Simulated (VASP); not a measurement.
An input for Quantum ESPRESSO's pw.x (written as the equivalent of a VASP run, and not itself run):

```
&CONTROL
  calculation = 'relax'
  pseudo_dir = './pseudo'
  outdir = './out'
  tprnfor = .true.
  tstress = .true.
  nstep = 40
  forc_conv_thr = 0.00039
/
&SYSTEM
  ibrav = 0
  nat = 2
  ntyp = 2
  ecutwfc = 80
  occupations = 'smearing'
  smearing = 'gaussian'
  degauss = 0.003675
  input_dft = 'pbe'
/
&ELECTRONS
  conv_thr = 7.3e-08
  electron_maxstep = 100
/
&IONS
/
ATOMIC_SPECIES
  In 114.818 In.upf
  Sb 121.760 Sb.upf
CELL_PARAMETERS angstrom
     0.0000000    3.3048000    3.3048000
     3.3048000    0.0000000    3.3048000
     3.3048000    3.3048000    0.0000000
ATOMIC_POSITIONS crystal
  In  -0.0105907  0.0105907  0.0257202
  Sb   0.2500000  0.2500000  0.2500000
K_POINTS automatic
  5 5 5 0 0 0
```

Problem. Translate this input to VASP (INCAR, KPOINTS, POSCAR, choice of POTCAR).

Solution. This is not unique; one that fits is 
INCAR:
```
SYSTEM = InSb
PREC = Accurate; ENCUT = 400; LREAL = .False.
LASPH = .True.
EDIFF = 1E-6; NELM = 100; ALGO = Normal
LMAXMIX = 4
ISMEAR = 0; SIGMA = 0.05
GGA = PE
IBRION = 2; NSW = 40; ISIF = 2
EDIFFG = -0.01
LWAVE = .False.; LCHARG = .False.
```

KPOINTS:
```
Automatic mesh
0
Gamma
5 5 5
0 0 0
```

**POSCAR**
```
InSb
1
    0.0000000000     3.3048000000     3.3048000000
    3.3048000000     0.0000000000     3.3048000000
    3.3048000000     3.3048000000     0.0000000000
In Sb
1 1
Direct
 -0.0105906560   0.0105906560   0.0257201646
  0.2500000000   0.2500000000   0.2500000000
```

POTCAR, in this order: In_d Sb (PBE.64 set). Program: vasp_std.

Limits of the translation: the potentials are each code's own (VASP's PAW set, PseudoDojo norm-conserving files in pw.x), so ENCUT and ecutwfc are chosen apart and not converted; conv_thr bounds pw.x's estimated SCF error, while EDIFF bounds the energy change between steps; forc_conv_thr acts on force components and is met together with etot_conv_thr.

The compound is InSb in the zinc blende structure. In the starting cell atoms are displaced from their ideal sites. This run relaxes the ions in a fixed cell. The k-mesh is coarse (spacing up to 0.33 per Å, 2π included), so the numbers may not be converged in it.
